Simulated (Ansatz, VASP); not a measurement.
# Cross-check of CdAu between VASP and Ansatz, part 3 of 3

Wanted: the spread between two codes on one cell, functional and k mesh. The structure shown is the end of the VASP relaxation below.

VASP 6.6.1 and Ansatz 0.2.0.

So far. Step 4 (Comparison): The forces differ by 11 meV/Å r.m.s., which is 12.0 % of the r.m.s. force of 0.09 eV/Å (both taken over all components, held atoms included). VASP's last cycles still show a density residual of 2e-03, so its state may not be settled.

## 5. VASP: band structure, PBEsol (continued)

Level of this step: PBEsol; plane waves and PAW (Cd, Au) (VASP).

Numbers of over 12 decimals in the logs are rounded to 6 here.

OUTCAR, selected parts (step 5):

```text
  Total       -6.3051536     -4.3621471      0.3075894      0.0000000      0.2129721      0.0000000
  in kB      -24.4670390    -16.9272360      1.1935955      0.0000000      0.8264344      0.0000000
  external PRESSURE =     -13.4002265 kB  Pullay stress =       0.0000000 kB

 POSITION                                       TOTAL-FORCE (eV/Angst)
 -----------------------------------------------------------------------------------
      0.00000      1.51769      7.50000         0.000000     -0.080738     -0.315810
      0.00000      3.34671      9.88225         0.000000      0.273562      0.010535
      0.00000      1.51769     12.26450         0.000000     -0.219274      0.065261
      0.00000      3.44081     14.64509         0.000000     -0.002250     -0.000165
      0.00000      1.43148     17.02046         0.000000     -0.026402     -0.001247
      0.00000      3.40029     19.51917         0.000000      0.028971      0.014723
      1.57700      3.94989      7.50000         0.000000     -0.048788      0.119599
      1.57700      0.91451      9.88225         0.000000     -0.045074      0.149145
      1.57700      3.94989     12.26450         0.000000      0.091358     -0.079254
      1.57700      0.97173     14.64504         0.000000      0.031102      0.006636
      1.57700      3.87297     17.03811         0.000000      0.002610      0.017979
      1.57700      0.97026     19.36881         0.000000     -0.005077      0.012598
 -----------------------------------------------------------------------------------
    total drift:                                0.000000     -0.002485     -0.009207

  FREE ENERGIE OF THE ION-ELECTRON SYSTEM (eV)
  ---------------------------------------------------
  free  energy   TOTEN  =       -31.3449838771 eV

  energy  without entropy=      -31.3423712531  energy(sigma->0) =      -31.34411300

[... 1 part as in an earlier step ...]

[... 2 further parts left out ...]
[key lines of the parts left out:]
E-fermi :   1.0455
```

## 6. Ansatz: band structure, PBEsol

The same cell, functional, mesh and smearing now go to Ansatz, which takes its cutoff from its data sets.

The input, input.yaml:

```yaml
crystal:
  lattice:
    - [3.154, 0.0, 0.0]
    - [0.0, 4.8644, 0.0]
    - [0.0, 0.0, 26.91125]
  atoms:
    - { symbol: Cd, position: [0.0, 0.312, 0.27869385] }
    - { symbol: Cd, position: [0.0, 0.688, 0.36721631] }
    - { symbol: Cd, position: [0.0, 0.312, 0.45573877] }
    - { symbol: Cd, position: [0.0, 0.7073454369, 0.5441995068] }
    - { symbol: Cd, position: [0.0, 0.2942775217, 0.6324664963] }
    - { symbol: Cd, position: [0.0, 0.6990143113, 0.7253163562] }
    - { symbol: Au, position: [0.5, 0.812, 0.27869385] }
    - { symbol: Au, position: [0.5, 0.188, 0.36721631] }
    - { symbol: Au, position: [0.5, 0.812, 0.45573877] }
    - { symbol: Au, position: [0.5, 0.1997626638, 0.544197554] }
    - { symbol: Au, position: [0.5, 0.7961866974, 0.6331221375] }
    - { symbol: Au, position: [0.5, 0.1994623807, 0.7197289409] }
hamiltonian:
  xc: pbesol
  pseudopotentials: { kind: paw }
kpoints:
  mp_grid: { grid: [6, 4, 1] }
  band_path:
    path:
      - [0.0, 0.0, 0.0]
      - [0.07692, 0.0, 0.0]
      - [0.15385, 0.0, 0.0]
      - [0.26923, 0.0, 0.0]
      - [0.34615, 0.0, 0.0]
      - [0.42308, 0.0, 0.0]
      - [0.5, 0.0, 0.0]
      - [0.5, 0.07692, 0.0]
      - [0.5, 0.19231, 0.0]
      - [0.5, 0.26923, 0.0]
      - [0.5, 0.34615, 0.0]
      - [0.5, 0.46154, 0.0]
      - [0.5, 0.5, 0.0]
      - [0.42308, 0.5, 0.0]
      - [0.30769, 0.5, 0.0]
      - [0.23077, 0.5, 0.0]
      - [0.11538, 0.5, 0.0]
      - [0.03846, 0.5, 0.0]
      - [0.0, 0.5, 0.0]
      - [0.0, 0.38462, 0.0]
      - [0.0, 0.30769, 0.0]
      - [0.0, 0.23077, 0.0]
      - [0.0, 0.11538, 0.0]
      - [0.0, 0.03846, 0.0]
      - [0.03846, 0.03846, 0.0]
      - [0.11538, 0.11538, 0.0]
      - [0.19231, 0.19231, 0.0]
      - [0.30769, 0.30769, 0.0]
      - [0.38462, 0.38462, 0.0]
      - [0.5, 0.5, 0.0]
    npoints: 1
scf:
  occupations: { method: methfessel_paxton, width: 0.1 }
  n_extra_bands: 12
efield:
  axis: 3
  dipole_correction: true
  ramp_width: 0.04
output:
  forces: true
  eigenvalues: true
```

Launch:

```
> ansatz run input.yaml --threads 4 --pin off --max-ram 9216MiB --backend cpu --events-out ev --progress --plain --runs-dir out
```

What it wrote:

```text
[...]
Crystal: 12 atoms, lattice volume = 412.881 Å³
Basis set: ecut = 420 eV, 8107 PW (Γ), exchange–correlation on 48×72×360 points (8 copies of the dense FFT grid, shifted against one another)
Bands: 129, of which v1, the nominal top of the filled ones, is band 117 counted from 1 (116 counted from 0)
Symmetry: 2 space group operations
[...]
k-point 0: bands = [... 113 lower, 5.6890, 6.1965, 6.5438, 6.8197, 7.5443, 7.8827, 8.1431, 8.3015, ... 8 higher]
  k-point 1: bands = [... 113 lower, 4.5701, 4.8289, 5.2549, 6.2086, 6.4360, 7.3934, 7.6508, 9.1765, ... 8 higher]
  k-point 2: bands = [... 113 lower, 4.3923, 4.7140, 4.9107, 5.7520, 5.9737, 7.5377, 7.5883, 9.1961, ... 8 higher]
  k-point 11: bands = [... 113 lower, 6.3278, 6.4548, 6.6429, 6.6822, 6.7133, 7.1995, 7.2117, 8.5739, ... 8 higher]
[key lines of the parts left out:]
SCF converged after 8 iterations
Free energy (F): -127147.595267 eV
Fermi energy:    7.491497 eV
Dipole field:    D = 0.002593 V/Å  (p = 0.005916 e·Å, saw-weighted, corrected)
Work function:   Φ+ = 4.6744 eV   Φ− = 4.7442 eV
```

The job ended after 24 s (4 threads of Intel Xeon 6975P-C (Granite Rapids), shared host; peak memory 1.9 GiB).

## 7. Side by side

The two programs side by side:

| quantity | Ansatz | VASP | difference |
| --- | --- | --- | --- |
| work function, lower of the two faces (eV) | 4.67 | 4.68 | 0.00 |
| work function, higher of the two faces (eV) | 4.74 | 4.74 | 0.00 |

Forces on 8 of the 12 atoms, those with the largest forces and the largest differences (eV/Å; atoms numbered as in POSCAR):

| atom | Ansatz x, y, z | VASP x, y, z |
| --- | --- | --- |
| Cd1 | 0.000, -0.080, -0.285 | 0.000, -0.081, -0.316 |
| Cd2 | 0.000, 0.270, 0.009 | 0.000, 0.274, 0.011 |
| Cd3 | 0.000, -0.216, 0.065 | 0.000, -0.219, 0.065 |
| Au7 | 0.000, -0.056, 0.147 | 0.000, -0.049, 0.120 |
| Au8 | 0.000, -0.032, 0.149 | 0.000, -0.045, 0.149 |
| Au9 | 0.000, 0.079, -0.078 | 0.000, 0.091, -0.079 |
| Au10 | 0.000, 0.037, 0.009 | 0.000, 0.031, 0.007 |
| Au12 | 0.000, 0.002, -0.018 | 0.000, -0.005, 0.013 |

The forces differ by 10 meV/Å r.m.s., which is 11.4 % of the r.m.s. force of 0.09 eV/Å (both taken over all components). Levels from 3 eV below to 2 eV above the Fermi level differ by 3 meV r.m.s. and 18 meV at most; each VASP level is matched to the nearest of Ansatz, which flatters the figure a little. VASP's log warns that it found no field-free region in the vacuum, so its work functions are uncertain.

## 8. What came out

```
r.m.s. force difference (single point, PBEsol)                            : 11 meV/Å
r.m.s. difference of levels near the Fermi level (band structure, PBEsol) : 3.5 meV
r.m.s. force difference (band structure, PBEsol)                          : 10 meV/Å
```

What this shows: The r.m.s. force difference is 11 meV/Å (single point, PBEsol), within the 12 meV/Å picked in this series as the mark of a large difference. Such differences can come from data sets, numerical settings and the points named under the comparisons, not from the functional's error against experiment.

[Lines on the potential files, build, host, timing and source positions are cut from VASP's logs without a mark.]

[Logs are printed without paths, hosts, clocks, repeated set-up lines and the standing remarks that a program may print on its own settings, such as how far it seeks lower states.]

[Hosts, paths, dates, database ids (printed as entryN), source tags and the programs' standing remarks are cut or masked in the printed files.]
